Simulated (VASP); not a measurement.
VASP ran on this input.

**INCAR**
```
! general
SYSTEM  = CeO2
PREC    = Accurate
ENCUT   = 520
LREAL   = .False.
LASPH   = .True.

! electronic loop
EDIFF   = 1E-7
NELM    = 100
ALGO    = Normal
LMAXMIX = 6

! smearing
ISMEAR  = 0
SIGMA   = 0.05

! functional
GGA     = PE
IVDW    = 13

! ions
ISIF    = 2

! output
LWAVE   = .False.
LCHARG  = .False.
```

KPOINTS:
```
kpoints
0
Gamma
 7 7 7
0 0 0
```

**POSCAR**
```
CeO2
1
    0.0000000000     2.6594802723     2.6594802723
    2.6594802723     0.0000000000     2.6594802723
    2.6594802723     2.6594802723     0.0000000000
Ce O
1 2
Direct
  0.0000000000   0.0000000000   0.0000000000
  0.2500000000   0.2500000000   0.2500000000
  0.7500000000   0.7500000000   0.7500000000
```

POTCAR, in this order: Ce O (PBE.64 set). Program: vasp_std.

Write an equivalent input for Ansatz.

One equivalent input (not run):
Ansatz 0.2 input:
```yaml
crystal:
  lattice:
    - [0.0000000, 2.6594803, 2.6594803]
    - [2.6594803, 0.0000000, 2.6594803]
    - [2.6594803, 2.6594803, 0.0000000]
  atoms:
    - { symbol: Ce, position: [0.0000000, 0.0000000, 0.0000000] }
    - { symbol: O, position: [0.2500000, 0.2500000, 0.2500000] }
    - { symbol: O, position: [0.7500000, 0.7500000, 0.7500000] }
kpoints:
  mp_grid: { grid: [7, 7, 7] }
hamiltonian:
  xc: pbe
  dispersion: d4
  pseudopotentials: { kind: paw }
scf:
  occupations: { method: gaussian, width: 0.05 }
  max_iter: 100
output: { forces: true, stress: true, eigenvalues: true }
```
The two are equivalent in intent, not identical: each code has its own PAW files, so the cut-off isn't converted (ENCUT is set for VASP's; basis.ecutwfc is left out, and Ansatz then takes the one that its files recommend); Ansatz stops its SCF on the density residual and VASP on the energy change (EDIFF).

The compound is CeO2 in the fluorite structure. This cell is one point of a volume scan, at 0.94 of the reference volume.
